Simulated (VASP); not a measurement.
# Ca2FeO3 (P-4m2) in VASP: relaxation of cell and atoms with PBE

Aim: the relaxation of cell and atoms of Ca2FeO3 with PBE.

Everything below comes from runs of VASP 6.6.1. Logs are shortened: lines on timing, memory, paths and dates and some standing lists are left out, and cuts for length are marked.

**1. The structure**

It takes space group P-4m2 (No. 115, tetragonal). The conventional cell has a = 3.330 Å, b = 3.330 Å, c = 7.267 Å, α = 90.00°, β = 90.00°, γ = 90.00°. Ca (site symmetry 2mm) has 7 O at 2.51 to 2.59 Å and 2 Fe at 2.52 Å as nearest neighbours. Fe (site symmetry -4m2) has 4 O at 2.35 Å and 4 Ca at 2.52 Å as nearest neighbours. Around O (site symmetry 2mm) lie 5 Ca at 2.51 to 2.59 Å. O (site symmetry -4m2) has 4 Fe at 2.35 Å and 4 Ca at 2.52 Å as nearest neighbours.

The cell was built by a generator and needn't be a form met in nature.

**2. Relaxation of cell and atoms, PBE, collinear spin, ferromagnetic start**

File INCAR:

```
SYSTEM = Ca2FeO3
PREC = Normal ; ENCUT = 520
EDIFF = 1E-4 ; ISMEAR = 0
SIGMA = 0.15 ; LREAL = .False.
LASPH = .True. ; NELM = 60
ALGO = Fast ; ISIF = 3
LWAVE = .False. ; LCHARG = .False.
ISPIN = 2 ; MAGMOM = 0 0 3 0 0 0
LORBIT = 11 ; LMAXMIX = 4
GGA = PE ; IBRION = 2
NSW = 24 ; EDIFFG = -0.08
```

File KPOINTS:

```
regular mesh
0
Gamma
  4 4 2
  0 0 0
```

File POSCAR:

```
Ca2FeO3
1.0
    3.3300324900      0.0000000000      0.0000000000
    0.0000000000      3.3300324900      0.0000000000
    0.0000000000      0.0000000000      7.2674865600
Ca Fe O
2 1 3
Direct
    0.5000000000      0.0000000000      0.7391800300
    0.0000000000      0.5000000000      0.2608199700
    0.5000000000      0.5000000000      0.0000000000
    0.5000000000      0.0000000000      0.3822810100
    0.0000000000      0.5000000000      0.6177189900
    0.0000000000      0.0000000000      0.0000000000
```

Potentials or basis: VASP PAW PBE potentials, release 64 (Ca_sv, Fe, O).

Started as:

```sh
> cat potpaw_PBE.64/Ca_sv/POTCAR potpaw_PBE.64/Fe/POTCAR potpaw_PBE.64/O/POTCAR > POTCAR
> mpirun -np 1 vasp_std > vasp.out
```

OUTCAR:

```text
SYSTEM = Ca2FeO3
   PREC = Normal
   ENCUT = 520
   EDIFF = 1E-4
   ISMEAR = 0
   LREAL = .False.
   LASPH = .True.
   NELM = 60
   ISIF = 3
   ISPIN = 2
   LORBIT = 11
   GGA = PE
   IBRION = 2
   NSW = 24
   EDIFFG = -0.08

 ion  position               nearest neighbor table
   1  0.500  0.000  0.739-   5 2.51   5 2.51   5 2.51   5 2.51   3 2.52   6 2.52   6 2.52   3 2.52

   2  0.000  0.500  0.261-   4 2.51   4 2.51   4 2.51   4 2.51   6 2.52   3 2.52   6 2.52   3 2.52

   3  0.500  0.500  0.000-   6 2.35   6 2.35   6 2.35   6 2.35   2 2.52   2 2.52   1 2.52   1 2.52

   4  0.500  0.000  0.382-   2 2.51   2 2.51   2 2.51   2 2.51
   5  0.000  0.500  0.618-   1 2.51   1 2.51   1 2.51   1 2.51
   6  0.000  0.000  0.000-   3 2.35   3 2.35   3 2.35   3 2.35   2 2.52   1 2.52   1 2.52   2 2.52

  LATTYP: Found a simple tetragonal cell.
 ALAT       =     3.3300324900
 C/A-ratio  =     2.1824071032

  Lattice vectors:

 A1 = (   3.3300324900,   0.0000000000,   0.0000000000)
 A2 = (   0.0000000000,   3.3300324900,   0.0000000000)
 A3 = (   0.0000000000,   0.0000000000,   7.2674865600)

Analysis of symmetry for initial positions (statically):
=====================================================================
 Subroutine PRICEL returns:
 Original cell was already a primitive cell.

 Routine SETGRP: Setting up the symmetry group for a
 simple tetragonal supercell.

 Subroutine GETGRP returns: Found  8 space group operations
 (whereof  8 operations were pure point group operations)
 out of a pool of 16 trial point group operations.

The static configuration has the point symmetry D_2d.

Analysis of symmetry for dynamics (positions and initial velocities):
=====================================================================
 Subroutine PRICEL returns:
 Original cell was already a primitive cell.

 Routine SETGRP: Setting up the symmetry group for a
 simple tetragonal supercell.

 Subroutine GETGRP returns: Found  8 space group operations
 (whereof  8 operations were pure point group operations)
 out of a pool of 16 trial point group operations.

The dynamic configuration has the point symmetry D_2d.

Analysis of structural, dynamic, and magnetic symmetry:
=====================================================================
 Subroutine PRICEL returns:
[... 136 lines left out ...]
 spin polarized calculation
 RMM-DIIS sequential band-by-band and
 Gauss-broadening in eV      SIGMA  =   0.15
  energy-cutoff  :      520.00
  volume of cell :       80.59
 maximum number of plane-waves:      2200
   NGX = 13   NGY = 13   NGZ = 27

--------------------------------------- Ionic step        1  -------------------------------------------

 number of electron      45.9999987 magnetization       4.0600412

 Free energy of the ion-electron system (eV)
  ---------------------------------------------------
  ext. energy  EPLUGINS =         0.00000000
  ---------------------------------------------------
  free energy    TOTEN  =       -33.52312378 eV

  energy without entropy =      -33.46999604  energy(sigma->0) =      -33.49655991

------------------------ aborting loop because EDIFF is reached ----------------------------------------

  FORCE on cell =-STRESS in cart. coord.  units (eV):
  Direction    XX          YY          ZZ          XY          YZ          ZX
  --------------------------------------------------------------------------------------
  -------------------------------------------------------------------------------------
  Total       -3.6225450     -3.6225450      3.3664903      0.0000000     -0.0000000      0.0000000
  in kB      -72.0183544    -72.0183544     66.9278336      0.0000000     -0.0000000      0.0000000
  external PRESSURE =     -25.7029584 kB  Pullay stress =       0.0000000 kB
[... 101 lines left out ...]
  FREE ENERGIE OF THE ION-ELECTRON SYSTEM (eV)
  ---------------------------------------------------
  free  energy   TOTEN  =       -37.8041024852 eV

  energy  without entropy=      -37.7738605006  energy(sigma->0) =      -37.78898149

[... ionic steps 4 to 15 ...]

--------------------------------------- Ionic step       16  -------------------------------------------

 number of electron      45.9999988 magnetization       3.9238535

------------------------ aborting loop because EDIFF is reached ----------------------------------------
[... 75 lines left out ...]
--------------------------------------- Ionic step       18  -------------------------------------------

 number of electron      46.0000023 magnetization       3.8917777

 Free energy of the ion-electron system (eV)
  ---------------------------------------------------
  ext. energy  EPLUGINS =         0.00000000
  ---------------------------------------------------
  free energy    TOTEN  =       -38.16315568 eV

  energy without entropy =      -38.13132111  energy(sigma->0) =      -38.14723840

 E-fermi :   2.4035     XC(G=0): -10.2195

 val. band max:        2.3948949799   @ k =   0.2500   0.0000   0.0000
 cond. band min:       2.4902958961   @ k =   0.2500   0.0000   0.5000
 fundamental gap:      0.0954009162
 Fermi energy:         2.4034552249

 spin component 1

 k-point     1 :       0.0000    0.0000    0.0000
  band No.  band energies     occupation
      1     -35.1869      1.00000
      2     -35.1130      1.00000
      3     -16.7195      1.00000
      4     -16.2441      1.00000
      5     -16.0030      1.00000
      6     -16.0030      1.00000
[... 373 lines left out ...]
     28       7.3709      0.00000
     29       9.1178      0.00000
 Fermi energy:         2.4034552249

 spin component 2

 k-point     1 :       0.0000    0.0000    0.0000
  band No.  band energies     occupation
      1     -35.1894      1.00000
      2     -35.1155      1.00000
      3     -16.7188      1.00000
      4     -16.2488      1.00000
      5     -16.0051      1.00000
      6     -16.0051      1.00000
[... 406 lines left out ...]
  FREE ENERGIE OF THE ION-ELECTRON SYSTEM (eV)
  ---------------------------------------------------
  free  energy   TOTEN  =       -38.1631556805 eV

  energy  without entropy=      -38.1313211114  energy(sigma->0) =      -38.14723840

 reached required accuracy - stopping structural energy minimisation

 total charge

# of ion       s       p       d       tot
------------------------------------------
    1        2.048   5.894   0.362   8.303
    2        2.048   5.894   0.362   8.303
    3        0.274   0.218   5.986   6.479
    4        1.567   3.471   0.000   5.038
    5        1.567   3.471   0.000   5.038
    6        1.566   3.318   0.000   4.884
--------------------------------------------------
tot          9.070  22.265   6.710  38.045

 magnetization (x)

# of ion       s       p       d       tot
------------------------------------------
    1       -0.001  -0.000  -0.003  -0.003
    2       -0.001  -0.000  -0.003  -0.003
    3        0.024   0.016   3.464   3.503
    4        0.000   0.021   0.000   0.021
    5        0.000   0.021   0.000   0.021
    6        0.016   0.215   0.000   0.230
--------------------------------------------------
tot          0.038   0.272   3.458   3.769
```

Wall time 6.8 min (1 thread of AMD EPYC 7R43 (Zen 3), shared host); peak memory 0.16 GiB.

Results:

```yaml
Free_energy: -38.1632 eV
Relaxed_volume: 14.29 Å³/atom
Relaxed_cell: a = 3.174 Å, b = 3.174 Å, c = 8.507 Å, α = 90.00°, β = 90.00°, γ = 90.00°
Space_group_after_relaxing_to_0.05_Å: P-4m2 (No. 115)
Energy_gained_by_relaxing: 773.3 meV/atom
Ionic_steps: 18
Pressure_after_relaxing: 0.4 GPa
Largest_force_after_relaxing: 0.067 eV/Å
Band_gap_on_the_k_mesh: none (metal or under the smearing width)
Net_moment: 3.89 μB per cell
Site_moments: Ca -0.00; Fe +3.50; O +0.02, +0.23 μB
Valence_electrons_inside_the_program's_atomic_spheres: Ca 8.30; Fe 6.48; O 5.04, 4.88
```

Forces on the atoms (eV/Å):
```
Ca   0.000  0.000 -0.067
Ca   0.000  0.000  0.067
Fe   0.000  0.000  0.000
O    0.000  0.000 -0.053
O    0.000  0.000  0.053
O    0.000  0.000  0.000
```

The path:
```csv
step,energy change (eV),largest force (eV/Å),pressure (GPa),volume (Å³)
1,0.0000,5.3462,-2.57,80.59
2,-2.9583,3.3907,-0.81,78.02
3,-4.2810,0.8211,8.17,75.34
4,-4.3043,0.2381,10.66,74.81
5,-4.4891,0.3899,-4.36,85.90
6,-4.5434,0.2205,-0.22,82.10
7,-4.5869,0.2531,0.04,83.07
8,-4.6070,0.3169,0.94,84.71
9,-4.6086,0.3077,0.68,84.44
10,-4.6065,0.2927,0.53,83.96
11,-4.6085,0.3013,0.53,84.23
12,-4.6088,0.3065,0.56,84.34
13,-4.6088,0.3064,0.35,84.38
14,-4.6225,0.2401,0.02,85.12
15,-4.6311,0.2003,-1.76,87.10
16,-4.6331,0.1553,-1.35,86.52
17,-4.6389,0.1268,-0.70,86.18
18,-4.6400,0.0670,0.37,85.72
```

Final structure:
```cif
data_structure
_symmetry_space_group_name_H-M 'P 1'
_symmetry_Int_Tables_number 1
_cell_length_a 3.1743
_cell_length_b 3.1743
_cell_length_c 8.5074
_cell_angle_alpha 90.000
_cell_angle_beta 90.000
_cell_angle_gamma 90.000
_cell_volume 85.72
loop_
_atom_site_label
_atom_site_type_symbol
_atom_site_fract_x
_atom_site_fract_y
_atom_site_fract_z
_atom_site_occupancy
Ca1 Ca 0.50000 0.00000 0.64930 1
Ca2 Ca 0.00000 0.50000 0.35070 1
Fe1 Fe 0.50000 0.50000 0.00000 1
O1 O 0.50000 0.00000 0.36574 1
O2 O 0.00000 0.50000 0.63426 1
O3 O 0.00000 0.00000 0.00000 1
```

Caveat: the k mesh is coarse (spacing up to 0.47 Å⁻¹), so the values aren't converged; a cell with one magnetic atom can't hold antiferromagnetic order, which such compounds often take; semilocal functionals often make such compounds metallic where correlation or magnetic order opens a gap, which also shifts bond lengths; the relaxation stopped at a loose force limit of 0.08 eV/Å, so its end isn't a converged minimum.
